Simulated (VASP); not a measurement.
Calculation: PBEsol GGA, VASP's PBE PAW potentials (set 64) (plane waves; VASP 6.6.1).

The input files of a VASP run:

KPOINTS:
```
Automatic mesh
0
Gamma
 4 4 7
```

INCAR:
```
SYSTEM  =  Be3CdTe4
PREC  =  Accurate; ENCUT  =  400; LREAL  =  .FALSE.
LASPH  =  .TRUE.
EDIFF  =  1E-7; NELM  =  100; ALGO  =  Normal
LMAXMIX  =  4
ISMEAR  =  -5
GGA  =  PS
ISIF  =  2
LWAVE  =  .FALSE.; LCHARG  =  .TRUE.; LORBIT  =  11
NEDOS  =  601
LEFG  =  .TRUE.
```

### POSCAR
```
Be3CdTe4
1.0
 -0.0251647080   5.8329498815   5.8812843380
  5.8329498815  -0.0251647080   5.8812843380
  2.9038925867   2.9038925867   0.0000000000
Cd Te Be
1 4 3
Cart
  5.8077851735   5.8077851735  11.7231728764
  1.4519462934   1.4519462934   1.7264694870
  4.2564066434   1.5513785301   4.2997717836
  1.5513785301   4.2564066434   4.2997717836
  4.3558388807   4.3558388807   7.3495417281
  5.8226828418   2.8889949184   2.9470255198
  2.8889949184   5.8226828418   2.9470255198
  2.9038925870   2.9038925870   5.8762116691
```

POTCAR, in this order: Cd Te Be (PBE.64 set). Program: vasp_std.

The run wrote:

**OSZICAR**
```
       N       E                     dE             d eps       ncg     rms          rms(c)
DAV:   1     0.184853133226E+03    0.18485E+03   -0.14794E+04  1924   0.109E+03
DAV:   2    -0.168463457380E+02   -0.20170E+03   -0.19801E+03  2302   0.231E+02
DAV:   3    -0.299870216678E+02   -0.13141E+02   -0.13089E+02  2410   0.655E+01
DAV:   4    -0.302436351259E+02   -0.25661E+00   -0.25635E+00  2710   0.858E+00
DAV:   5    -0.302465416269E+02   -0.29065E-02   -0.29057E-02  2560   0.952E-01    0.948E+00
DAV:   6    -0.296750714679E+02    0.57147E+00   -0.12820E+00  2296   0.108E+01    0.689E+00
DAV:   7    -0.295779631239E+02    0.97108E-01   -0.60409E-01  2454   0.395E+00    0.238E+00
DAV:   8    -0.295754380721E+02    0.25251E-02   -0.66300E-02  2302   0.242E+00    0.810E-01
DAV:   9    -0.295761050316E+02   -0.66696E-03   -0.76317E-03  2554   0.836E-01    0.226E-01
DAV:  10    -0.295760180104E+02    0.87021E-04   -0.14808E-03  2244   0.368E-01    0.772E-02
DAV:  11    -0.295760674140E+02   -0.49404E-04   -0.40430E-04  2504   0.153E-01    0.418E-02
DAV:  12    -0.295760630951E+02    0.43189E-05   -0.79223E-05  2278   0.861E-02    0.194E-02
DAV:  13    -0.295760694812E+02   -0.63861E-05   -0.86405E-06  2214   0.196E-02    0.863E-03
DAV:  14    -0.295760708106E+02   -0.13294E-05   -0.31603E-06  2188   0.134E-02    0.315E-03
DAV:  15    -0.295760708359E+02   -0.25276E-07   -0.33651E-07  2250   0.343E-03
   1 F= -.29576071E+02 E0= -.29576071E+02  d E =0.000000E+00
```

File OUTCAR:
```
------------------------ aborting loop because EDIFF is reached ----------------------------------------
  FORCE on cell =-STRESS in cart. coord.  units (eV):
  Direction    XX          YY          ZZ          XY          YZ          ZX
  --------------------------------------------------------------------------------------
  Total       -0.0889481     -0.0889481      0.0269608     -0.0089249      0.0000000      0.0000000
  in kB       -0.7122081     -0.7122081      0.2158753     -0.0714616      0.0000000      0.0000000
  external PRESSURE =      -0.4028470 kB  Pullay stress =       0.0000000 kB
  volume of cell :      200.10
      direct lattice vectors                 reciprocal lattice vectors
    -0.025164708  5.832949882  5.881284338    -0.085351693  0.085351693  0.085015444
     5.832949882 -0.025164708  5.881284338     0.085351693 -0.085351693  0.085015444
     2.903892587  2.903892587  0.000000000     0.172182677  0.172182677 -0.170030888
 POSITION                                       TOTAL-FORCE (eV/Angst)
 -----------------------------------------------------------------------------------
      5.80779      5.80779     11.72317        -0.000000     -0.000000     -0.014848
      1.45195      1.45195      1.72647         0.000000      0.000000      0.005088
      4.25641      1.55138      4.29977        -0.007380      0.007380      0.016411
      1.55138      4.25641      4.29977         0.007380     -0.007380      0.016411
      4.35584      4.35584      7.34954         0.000000      0.000000      0.007528
      5.82268      2.88899      2.94703        -0.001231      0.001231     -0.014582
      2.88899      5.82268      2.94703         0.001231     -0.001231     -0.014582
      2.90389      2.90389      5.87621        -0.000000     -0.000000     -0.001428
 -----------------------------------------------------------------------------------
    total drift:                                0.000021      0.000021      0.000827
  FREE ENERGIE OF THE ION-ELECTRON SYSTEM (eV)
  ---------------------------------------------------
  free  energy   TOTEN  =       -29.5760708359 eV

  energy  without entropy=      -29.5760708359  energy(sigma->0) =      -29.57607084

 total charge

# of ion       s       p       d       tot
------------------------------------------
    1        0.501   0.400   9.515  10.416
    2        1.342   2.138   0.035   3.515
    3        1.339   2.111   0.031   3.481
    4        1.339   2.111   0.031   3.481
    5        1.336   2.077   0.024   3.436
    6        0.361   0.533   0.000   0.894
    7        0.361   0.533   0.000   0.894
    8        0.354   0.505   0.000   0.859
--------------------------------------------------
tot          6.933  10.407   9.635  26.975

 Electric field gradients after diagonalization (V/A^2)
 (convention: |V_zz| > |V_xx| > |V_yy|)
----------------------------------------------------------------------
 ion       V_xx      V_yy      V_zz     asymmetry (V_yy - V_xx)/ V_zz
----------------------------------------------------------------------
   1      23.819     0.222   -24.041       0.982
   2      44.237    30.119   -74.355       0.190
   3      21.153    12.871   -34.024       0.243
   4      21.153    12.871   -34.024       0.243
   5       8.287     5.320   -13.607       0.218
   6      -0.539    -0.348     0.886       0.215
   7      -0.539    -0.348     0.886       0.215
   8       0.404     0.347    -0.751       0.075
```
(Selected blocks of OUTCAR.)

The structure was generated: Be3CdTe4 was put into an ordered model structure (Amm2), which need not be its known phase. It was relaxed first.
